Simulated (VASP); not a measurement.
## Band edges against the vacuum: Ge(110)

Where do the bulk band edges lie against the vacuum outside Ge(110)? The crystal is strained by -1 % in the plane, against this functional's own lattice.

Program: VASP 6.6.1. Level of theory: PBE; plane waves and PAW (Ge). Results are calculated unless marked as measured.

Report form: the programs' logs are mostly left out.

### 1. Starting point

Symmetry: Fd-3m, No. 227, cubic system. The conventional cell has a = 5.789 Å, b = 5.789 Å, c = 5.789 Å, α = 90.00°, β = 90.00°, γ = 90.00°. Nearest to Ge lie 4 Ge at 2.51 Å.

Structure file:

```xyz
2
Lattice="0.0000 2.8945 2.8945 2.8945 0.0000 2.8945 2.8945 2.8945 0.0000" Properties=species:S:1:pos:R:3 pbc="T T T"
Ge    0.0000    0.0000    0.0000
Ge    1.4472    1.4472    1.4472
```

### 2. Relax the host again, on a new basis

The volume changed by more than 5 %, so the plane waves of the start no longer fit; a second relaxation removes that error.

INCAR

```
SYSTEM = Ge
PREC = Accurate
ENCUT = 350
EDIFF = 1E-06
NELM = 120
ISMEAR = 0
SIGMA = 0.03
LREAL = .FALSE.
ALGO = Normal
GGA = PE
NBANDS = 10
LORBIT = 11
LWAVE = .FALSE.
LCHARG = .FALSE.
KPAR = 4
IBRION = 2
NSW = 30
ISIF = 3
EDIFFG = -0.02
POTIM = 0.4
```

POSCAR

```
Ge
1.0
    0.0000000000      2.8944896624      2.8944896624
    2.8944896624      0.0000000000      2.8944896624
    2.8944896624      2.8944896624      0.0000000000
Ge
2
Direct
    0.0000000000      0.0000000000      0.0000000000
    0.2500000000      0.2500000000      0.2500000000
```

KPOINTS

```
Automatic mesh
0
Gamma
6 6 6
0 0 0
```

PAW data sets: Ge (PBE family, release 64).

On the command line:

```
$ mpirun -np 4 vasp_std
```

The job ended after 4.8 s (4 MPI ranks of AMD EPYC 7571, shared host; peak memory 0.47 GiB; 16 s of CPU time).

The data set Ge keeps the semicore shell frozen, which is cheaper and a little less accurate. The run keeps the 48 symmetry operations of its start, so it cannot find a distortion of lower symmetry.

Little changed from the start: no atom moved by 0.005 Å and no cell edge by 0.1 %.

This step gave:

* electronic cycles: 11
* electrons: 8
* free energy (TOTEN): -8.941 eV
* energy at zero smearing: -8.941 eV
* Fermi energy: 3.184 eV

The start already met the threshold, so nothing moved.

### 3. Band edges of the bulk

A static run of the unstrained bulk, for comparison; the line-up uses the strained bulk below.

INCAR

```
SYSTEM = Ge
PREC = Normal
ENCUT = 320
EDIFF = 1E-06
NELM = 120
ISMEAR = 0
SIGMA = 0.03
LREAL = .FALSE.
ALGO = Normal
GGA = PE
NBANDS = 10
LORBIT = 11
LWAVE = .FALSE.
LCHARG = .FALSE.
KPAR = 4
```

POSCAR is that of step 2.

KPOINTS

```
Automatic mesh
0
Gamma
13 13 13
0 0 0
```

On the command line:

```
$ mpirun -np 4 vasp_std
```

It took 5.2 s on 4 MPI ranks; peak memory 0.4 GiB; 17 s of CPU time.

Numbers from this step:

```yaml
free_energy_toten: -8.984 eV
fermi_energy: 3.176 eV
metallic: yes
```

The run ends at a pressure of -0.19 GPa.

### 4. Relax the strained bulk along the normal

System of this step: Ge. Symmetry: Imma, No. 74, orthorhombic system. The conventional cell has a = 4.052 Å, b = 4.093 Å, c = 5.731 Å, α = 90.00°, β = 90.00°, γ = 90.00°. Nearest to Ge lie 4 Ge at 2.48 to 2.50 Å.

With the plane strained, the crystal finds a new spacing along the normal.

INCAR

```
SYSTEM = Ge
PREC = Accurate
ENCUT = 420
EDIFF = 1E-06
NELM = 120
ISMEAR = 0
SIGMA = 0.03
LREAL = .FALSE.
ALGO = Normal
GGA = PE
NBANDS = 14
LORBIT = 11
LWAVE = .FALSE.
LCHARG = .FALSE.
KPAR = 4
IBRION = 2
NSW = 30
ISIF = 3
EDIFFG = -0.01
POTIM = 0.4
LATTICE_CONSTRAINTS = .FALSE. .FALSE. .TRUE.
```

POSCAR

```
Ge
1.0
    4.0524922713      0.0000000000      0.0000000000
    0.0000000000      5.7310895316      0.0000000000
    0.0000000000      0.0000000000      4.0934265367
Ge
4
Direct
    0.2500000000      0.8750000000      0.5000000000
    0.7500000000      0.1250000000      0.5000000000
    0.7500000000      0.3750000000      0.0000000000
    0.2500000000      0.6250000000      0.0000000000
```

KPOINTS

```
Automatic mesh
0
Gamma
7 5 7
0 0 0
```

On the command line:

```
$ mpirun -np 4 vasp_std
```

The job ended after 38 s (4 MPI ranks; peak memory 0.69 GiB).

The k-mesh is coarse for a metal. The run keeps the 8 symmetry operations of its start, so it cannot find a distortion of lower symmetry.

Step by step:

```csv
step,energy less that of the first step (eV),largest force (eV/Å),pressure (GPa),volume (Å³)
1,0.0000,0.0841,1.09,95.07
2,-0.0010,0.0352,0.98,95.24
3,-0.0014,0.0143,0.88,95.42
4,-0.0015,0.0047,0.79,95.56
```

```csv
cell as run,before,after,change
a (Å),4.052,4.052,-0.0 %
b (Å),5.731,5.731,-0.0 %
c (Å),4.093,4.115,+0.5 %
volume (Å³/atom),23.77,23.89,+0.5 %
```

The relaxed structure:

```
Ge
1.0
     4.05249    0.00000    0.00000
     0.00000    5.73109    0.00000
     0.00000    0.00000    4.11456
Ge
4
Direct
  0.25000 0.87387 0.50000
  0.75000 0.12613 0.50000
  0.75000 0.37387 0.00000
  0.25000 0.62613 0.00000
```

Numbers from this step:

```yaml
electronic_cycles: 26
electrons: 16
free_energy_toten: -17.95 eV
energy_at_zero_smearing: -17.95 eV
fermi_energy: 3.334 eV
```

The run ended after 4 ionic steps, 0.001 eV below its first step, once forces and stress met EDIFFG = -0.01.

### 5. Band edges of the strained bulk

The strained bulk gives the band edges and core potentials for the line-up.

INCAR

```
SYSTEM = Ge
PREC = Normal
ENCUT = 320
EDIFF = 1E-06
NELM = 120
ISMEAR = 0
SIGMA = 0.03
LREAL = .FALSE.
ALGO = Normal
GGA = PE
NBANDS = 14
LORBIT = 11
LWAVE = .FALSE.
LCHARG = .FALSE.
KPAR = 4
```

POSCAR

```
Ge
1.0
    4.0524922713      0.0000000000      0.0000000000
    0.0000000000      5.7310895316      0.0000000000
    0.0000000000      0.0000000000      4.1145580068
Ge
4
Direct
    0.2500000000      0.8738689132      0.5000000000
    0.7500000000      0.1261310868      0.5000000000
    0.7500000000      0.3738689132      0.0000000000
    0.2500000000      0.6261310868      0.0000000000
```

KPOINTS

```
Automatic mesh
0
Gamma
11 8 11
0 0 0
```

On the command line:

```
$ mpirun -np 4 vasp_std
```

Run time: 22 s. Hardware: 4 MPI ranks; peak memory 0.71 GiB; 82 s of CPU time.

This step gave:

* electronic cycles: 12
* free energy (TOTEN): -17.96 eV
* Fermi energy: 3.347 eV

The run ends at a pressure of 0.72 GPa, with forces up to 0.013 eV/Å.

### 6. Relaxing the slab

System of this step: Ge(110). The cell holds 18 atoms: 18 Ge. Cell: a = 4.052 Å, b = 5.731 Å, c = 32.458 Å, α = 90.0°, β = 90.0°, γ = 90.0°. It derives from Ge. 9 layers, strained by -1 % in the plane. Vacuum lies along c.

All atoms relax at the fixed cell.

INCAR

```
SYSTEM = Ge
PREC = Normal
ENCUT = 320
EDIFF = 1E-05
NELM = 120
ISMEAR = 0
SIGMA = 0.03
LREAL = Auto
ALGO = Fast
GGA = PE
NBANDS = 54
LORBIT = 11
LWAVE = .FALSE.
LCHARG = .FALSE.
KPAR = 2
NCORE = 2
IBRION = 2
NSW = 60
ISIF = 2
EDIFFG = -0.03
POTIM = 0.4
MAXMIX = 40
IDIPOL = 3
LDIPOL = .TRUE.
DIPOL = 0.5 0.5 0.5
```

POSCAR

```
Ge
1.0
    4.0524922713      0.0000000000      0.0000000000
    0.0000000000      5.7310895316      0.0000000000
    0.0000000000      0.0000000000     32.4582320272
Ge
18
Direct
    0.7500000000      0.3750000000      0.7535294000
    0.2500000000      0.6250000000      0.7535294000
    0.2500000000      0.8750000000      0.6901470500
    0.7500000000      0.1250000000      0.6901470500
    0.7500000000      0.3750000000      0.6267647000
    0.2500000000      0.6250000000      0.6267647000
    0.2500000000      0.8750000000      0.5633823500
    0.7500000000      0.1250000000      0.5633823500
    0.7500000000      0.3750000000      0.5000000000
    0.2500000000      0.6250000000      0.5000000000
    0.2500000000      0.8750000000      0.4366176500
    0.7500000000      0.1250000000      0.4366176500
    0.7500000000      0.3750000000      0.3732353000
    0.2500000000      0.6250000000      0.3732353000
    0.2500000000      0.8750000000      0.3098529500
    0.7500000000      0.1250000000      0.3098529500
    0.7500000000      0.3750000000      0.2464706000
    0.2500000000      0.6250000000      0.2464706000
```

KPOINTS

```
Automatic mesh
0
Gamma
6 4 1
0 0 0
```

On the command line:

```
$ mpirun -np 4 vasp_std
```

Wall time 7.9 min (4 MPI ranks); peak memory 0.89 GiB; 32 min of CPU time.

Step by step:

```csv
step,energy less that of the first step (eV),largest force (eV/Å)
1,0.0000,0.3212
2,-0.0187,0.1561
3,-0.0228,0.0840
4,-0.0228,0.0836
5,-0.0255,0.0519
6,-0.0266,0.0377
7,-0.0260,0.0733
8,-0.0268,0.0418
9,-0.0275,0.0394
10,-0.0284,0.0428
11,-0.0273,0.1345
12,-0.0286,0.0674
13,-0.0289,0.0596
14,-0.0298,0.0443
15,-0.0304,0.0591
16,-0.0312,0.0512
17,-0.0329,0.0381
18,-0.0329,0.0814
19,-0.0334,0.0571
20,-0.0342,0.0323
21,-0.0344,0.0289
```

The atoms that moved most (Å):

```csv
atom,dx,dy,dz,length
Ge4,0.000,0.033,0.046,0.057
Ge3,0.000,-0.033,0.046,0.057
Ge16,0.000,0.033,-0.046,0.057
Ge15,0.000,-0.033,-0.046,0.057
Ge17,0.000,0.014,-0.049,0.051
Ge18,0.000,-0.014,-0.049,0.051
Ge1,0.000,0.014,0.049,0.051
Ge2,0.000,-0.014,0.049,0.051
```

Final coordinates:

```cif
data_structure
_symmetry_space_group_name_H-M 'P 1'
_symmetry_Int_Tables_number 1
_cell_length_a 4.0525
_cell_length_b 5.7311
_cell_length_c 32.4582
_cell_angle_alpha 90.000
_cell_angle_beta 90.000
_cell_angle_gamma 90.000
_cell_volume 753.85
loop_
_atom_site_label
_atom_site_type_symbol
_atom_site_fract_x
_atom_site_fract_y
_atom_site_fract_z
_atom_site_occupancy
Ge1 Ge 0.75000 0.37736 0.75504 1
Ge2 Ge 0.25000 0.62264 0.75504 1
Ge3 Ge 0.25000 0.86923 0.69156 1
Ge4 Ge 0.75000 0.13077 0.69156 1
Ge5 Ge 0.75000 0.37285 0.62712 1
Ge6 Ge 0.25000 0.62715 0.62712 1
Ge7 Ge 0.25000 0.87307 0.56337 1
Ge8 Ge 0.75000 0.12693 0.56337 1
Ge9 Ge 0.75000 0.37468 0.50000 1
Ge10 Ge 0.25000 0.62532 0.50000 1
Ge11 Ge 0.25000 0.87307 0.43663 1
Ge12 Ge 0.75000 0.12693 0.43663 1
Ge13 Ge 0.75000 0.37285 0.37288 1
Ge14 Ge 0.25000 0.62715 0.37288 1
Ge15 Ge 0.25000 0.86923 0.30844 1
Ge16 Ge 0.75000 0.13077 0.30844 1
Ge17 Ge 0.75000 0.37736 0.24496 1
Ge18 Ge 0.25000 0.62264 0.24496 1
```

Numbers from this step:

```
electronic cycles       : 115
electrons               : 72
free energy (TOTEN)     : -77.1680 eV
energy at zero smearing : -77.1638 eV
Fermi energy            : -0.3329 eV
dipole moment           : 0, 0, 0 e·Å
```

The run ended after 21 ionic steps, 0.034 eV below its first step, once the forces on the free atoms met EDIFFG = -0.03.

### 7. Vacuum level and density of states

A static run writes the electrostatic potential without exchange and correlation (LVHAR), which is flat in the vacuum and gives the level to count from. The dipole correction cancels the field that unlike faces would set up across the vacuum.

INCAR

```
SYSTEM = Ge
PREC = Normal
ENCUT = 320
EDIFF = 1E-06
NELM = 120
ISMEAR = 0
SIGMA = 0.03
LREAL = Auto
ALGO = Fast
GGA = PE
NBANDS = 54
LORBIT = 11
LWAVE = .FALSE.
LCHARG = .TRUE.
KPAR = 2
IDIPOL = 3
LDIPOL = .TRUE.
DIPOL = 0.5 0.5 0.5
LVHAR = .TRUE.
LVACPOTAV = .TRUE.
NEDOS = 1500
```

POSCAR

```
Ge
1.0
    4.0524922713      0.0000000000      0.0000000000
    0.0000000000      5.7310895316      0.0000000000
    0.0000000000      0.0000000000     32.4582320272
Ge
18
Direct
    0.7500000000      0.3773582209      0.7550411422
    0.2500000000      0.6226417791      0.7550411422
    0.2500000000      0.8692288466      0.6915599530
    0.7500000000      0.1307711534      0.6915599530
    0.7500000000      0.3728455134      0.6271168644
    0.2500000000      0.6271544866      0.6271168644
    0.2500000000      0.8730740347      0.5633706274
    0.7500000000      0.1269259653      0.5633706274
    0.7500000000      0.3746776491      0.5000000000
    0.2500000000      0.6253223509      0.5000000000
    0.2500000000      0.8730740347      0.4366293726
    0.7500000000      0.1269259653      0.4366293726
    0.7500000000      0.3728455134      0.3728831356
    0.2500000000      0.6271544866      0.3728831356
    0.2500000000      0.8692288466      0.3084400470
    0.7500000000      0.1307711534      0.3084400470
    0.7500000000      0.3773582209      0.2449588578
    0.2500000000      0.6226417791      0.2449588578
```

KPOINTS is that of step 6.

KPOINTS_OPT

```
Line mode
14
Line-mode
Reciprocal
  0.00000000   0.00000000   0.00000000 GAMMA
  0.50000000   0.00000000   0.00000000 X

  0.50000000   0.00000000   0.00000000 X
  0.50000000   0.50000000   0.00000000 S

  0.50000000   0.50000000   0.00000000 S
  0.00000000   0.50000000   0.00000000 Y

  0.00000000   0.50000000   0.00000000 Y
  0.00000000   0.00000000   0.00000000 GAMMA

  0.00000000   0.00000000   0.00000000 GAMMA
  0.50000000   0.50000000   0.00000000 S
```

On the command line:

```
$ mpirun -np 4 vasp_std
```

Run time: 6.8 min. Hardware: 4 MPI ranks; peak memory 1.2 GiB.

Numbers from this step:

```yaml
electronic_cycles: 23
free_energy_toten: -77.1679 eV
energy_at_zero_smearing: -77.1637 eV
fermi_energy: -0.3336 eV
vacuum_levels: 4.438, 4.438 eV
work_functions_of_the_upper_and_lower_face: 4.772, 4.772 eV
```

Electronic bands along the path, in eV, zero at the Fermi level; # counts the bands kept:

```csv
point,#28,#29,#30,#31,#32,#33,#34,#35
Γ,-0.14,0.17,0.24,0.27,0.46,0.71,1.20,1.46
0.54 of the way,-1.54,-1.05,-0.31,-0.28,0.28,0.64,1.43,1.47
X,-1.70,-1.70,-0.13,-0.13,-0.04,-0.04,1.27,1.27
0.54 of the way,-1.57,-1.57,-0.17,-0.17,-0.02,-0.02,1.66,1.66
S,-1.27,-1.27,-0.53,-0.53,-0.07,-0.07,1.31,1.31
0.54 of the way,-1.20,-1.14,-0.04,-0.01,0.39,0.40,1.95,2.07
Y,-0.92,-0.90,-0.23,-0.23,-0.06,-0.05,0.75,1.03
0.46 of the way,-0.45,-0.44,-0.17,-0.07,0.35,0.39,1.04,1.23
Γ,-0.14,0.17,0.24,0.27,0.46,0.71,1.20,1.46
0.46 of the way,-1.10,-0.76,-0.19,0.13,0.14,0.30,1.69,1.94
S,-1.27,-1.27,-0.53,-0.53,-0.07,-0.07,1.31,1.31
```

The planar average of the electrostatic potential oscillates, so the rows of the table below give means over windows of 2.03 Å about each position, cut where the curve ends. Its maxima inside the range that stand out by 2 % of the span (Å: eV): 9.0: 0.515, 11.0: 0.503, 13.2: 0.268, 15.2: 0.264, 17.2: 0.264, 19.3: 0.268, 21.4: 0.503, 23.4: 0.515. Its minima: 8.2: -4.51, 10.3: -4.73, 12.4: -4.88, 14.4: -4.89, 16.5: -4.90, 18.0: -4.89, 20.1: -4.88, 22.2: -4.73, 24.2: -4.51.

Zero at the Fermi level. The planar average of the electrostatic potential by height; means over each step:

```csv
height (Å),planar average of the electrostatic potential (eV)
1.01,4.77
3.04,4.77
5.08,4.72
7.11,0.171
9.14,-2.79
11.17,-2.88
13.20,-3.03
15.23,-3.09
17.26,-3.09
19.29,-3.03
21.32,-2.88
23.35,-2.79
25.38,0.266
27.41,4.72
29.44,4.77
31.47,4.77
```

Density of states in the PAW spheres, an atom over height of the layer and energy from the Fermi level.

Ten even steps from '0' (0.020 states/eV) to '9' (0.676 states/eV), each cell a mean:
```
631000136
931111139
410000014
201212102
233444332
444444444
565464565
465656564
355434553
245444542
124555421
001111100
000000000
110111011
101000101
111111111
100010001
322111223
243222342
445565544
212333212
010101010
```
Columns: height of the layer (Å) from 8 to 24.5; rows upwards: energy from the Fermi level (eV) from -7.9 to 0.5.

Valence density in the cb plane at fractional x = 0.250, with atoms of Ge within 0.2 Å of it. It is the smooth field of the valence electrons, not physical close to the nuclei.

Values in e/Å³, 8 rows by 16 columns, each cell a mean:
```
0.23 0.26 0.13 0.14 0.25 0.25 0.14 0.12 0.27 0.23 0.16 0.05 0.02 0.00 0.00 0.00
0.33 0.36 0.33 0.34 0.34 0.34 0.34 0.32 0.36 0.30 0.34 0.25 0.06 0.01 0.00 0.00
0.26 0.29 0.28 0.30 0.28 0.27 0.30 0.27 0.29 0.26 0.32 0.24 0.14 0.01 0.00 0.00
0.08 0.11 0.27 0.27 0.10 0.10 0.27 0.27 0.11 0.09 0.25 0.26 0.12 0.01 0.00 0.00
0.03 0.04 0.18 0.16 0.04 0.03 0.16 0.17 0.04 0.04 0.14 0.19 0.05 0.00 0.00 0.00
0.03 0.03 0.05 0.05 0.03 0.03 0.04 0.05 0.03 0.03 0.05 0.05 0.02 0.00 0.00 0.00
0.07 0.06 0.02 0.03 0.07 0.07 0.03 0.02 0.06 0.07 0.03 0.02 0.01 0.00 0.00 0.00
0.24 0.21 0.04 0.05 0.22 0.22 0.05 0.04 0.19 0.23 0.06 0.01 0.00 0.00 0.00 0.00
```
Columns run along c (16.0 Å, from fractional 0.42 to 0.91 of the cell), rows up along b (5.7 Å). Atoms in or near the plane, at fractional coordinates: Ge at (0.76, 0.62), Ge at (0.69, 0.87), Ge at (0.63, 0.63), Ge at (0.56, 0.87), Ge at (0.50, 0.63), Ge at (0.44, 0.87).

Electrostatic potential energy in the cb plane at fractional x = 0.250, with atoms of Ge within 0.2 Å of it. With pseudopotentials it is smooth inside the atoms' cores, unlike the true potential.

Ten even steps from '0' (-30 eV) to '9' (4 eV), each cell a mean:
```
20202799998402016899986101058999999999999999
13940688987219605888884078138999999999999999
21411787777304216876775034047777899999999999
62025741036620147510267410366311589999999999
87777603404777776115127776773042179999999999
88988506813889986049217899872196068999999999
89998611205899997202038999984021179999999999
99999852247899998632478999987422689999999999
99999988888999999888889999999878899999999999
99999999999999999999999999999999999999999999
99999999999999999999999999999999999999999999
99999999999999999999999999999999999999999999
99999999999999999999999999999999999999999999
88888999999888889999999888899999999999999999
73237899998742368999998632589999999999999999
```
Columns run along c (16.0 Å, from fractional 0.42 to 0.91 of the cell; values clipped at the 3rd and 97th percentile), rows up along b (5.7 Å). Atoms in or near the plane, at fractional coordinates: Ge at (0.76, 0.62), Ge at (0.69, 0.87), Ge at (0.63, 0.63), Ge at (0.56, 0.87), Ge at (0.50, 0.63), Ge at (0.44, 0.87).

The map of layer states is cut here 0.5 eV above the Fermi level, so it leaves out the states above that.

The vacuum level lies 4.77 eV above the Fermi level at the upper face; both faces agree, as the slab has next to no dipole.

The program found no field-free point at its default tolerance, but its printed level agrees with the flat part of the planar average.

On this mesh the fine structure of the density of states is sampling noise, and high empty states may be cut by the number of bands.

### 8. Lining up bulk and slab

This step: band edges against the vacuum, PBE; plane waves and PAW (VASP 6.6.1).

Derived from the runs above.

Numbers from this step:

| Item | Value |
| --- | --- |
| ionisation energy | 4.543 eV |
| offset spread | 0.02790 eV |
| bulk gap | 0 eV |
| slab gap | 0 eV |
| buckling | 0 Å |
| tilt | 0 degree |
| surface energy, relaxed | 1.262 J/m² |

The averaged core potentials of the four middle atoms lie -3.452 eV from those of the bulk run. The Fermi level of the gapless bulk (3.347 eV), moved by that offset, is taken from the upper vacuum level (4.438 eV).

### 9. Results

| Quantity | Value |
| --- | --- |
| ionisation energy | 4.54 eV |
| buckling | 0 Å |
| surface energy, relaxed | 1.26 J/m² |

What this shows: The bulk Fermi level lies 4.54 eV below the vacuum of Ge(110), strained by -1 % in the plane; the bulk gap is closed at this level, so no affinity is given. The symmetry kept forbids the top layer to buckle, so all numbers belong to a flat surface that may not be the lowest. It costs 1.26 J/m². The offsets of the four middle atoms spread by 0.03 eV; a shift common to all four would not show in it. The bulk edges are read on a mesh, so a band minimum between its points makes the gap too large and the affinity too small. One thickness was run. Semilocal band edges put the valence top too high and the gap too small. Spin-orbit coupling, left out here, would raise the valence top further.

[Lines on the potential files, build, host, timing and source positions are cut from VASP's logs without a mark.]

[Logs are printed without paths, hosts, clocks, repeated set-up lines and the standing remarks that a program may print on its own settings, such as how far it seeks lower states.]

[Hosts, paths, dates, database ids (printed as entryN), source tags and the programs' standing remarks are cut or masked in the printed files.]

[Runs that stopped without an error message from VASP are left out.]
